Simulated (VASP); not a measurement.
Here is the system:

```xyz
4
Lattice="3.7083 0.0000 0.0000 -1.8542 3.2115 0.0000 0.0000 0.0000 6.6027" Properties=species:S:1:pos:R:3 pbc="T T T"
Pt     0.0000     2.1410     0.0608
Pt     1.8542     1.0705     3.3622
S      0.0000     2.1410     2.4152
S      1.8542     1.0705     5.7166
```

All values below come from PBE GGA, VASP's PBE PAW potentials (set 64) (plane waves; VASP). Settings: 400 eV cut-off, 11×11×5 Γ-centred mesh, tetrahedra with Blöchl corrections, potentials Pt S.

For a metal the tetrahedron method with Blöchl corrections gives inexact stress and forces. Unless said otherwise, spin-orbit coupling is left out, though it shifts the bands of the heavy elements here.

### Question
Estimate the energy per atom (σ→0), largest force, band gap (on the k-mesh) with the smallest direct gap where there is one.

### Answer

The band gap (on the k-mesh) is none (metal, semimetal or under 0.01 eV) and the energy per atom (σ→0) is -5.100 eV/atom. The largest force comes out as 0.172 eV/Å.

The structure was generated: PtS was put into the wurtzite type (P6_3mc), which need not be its known phase. It was relaxed first, which changed the volume by -9 %.
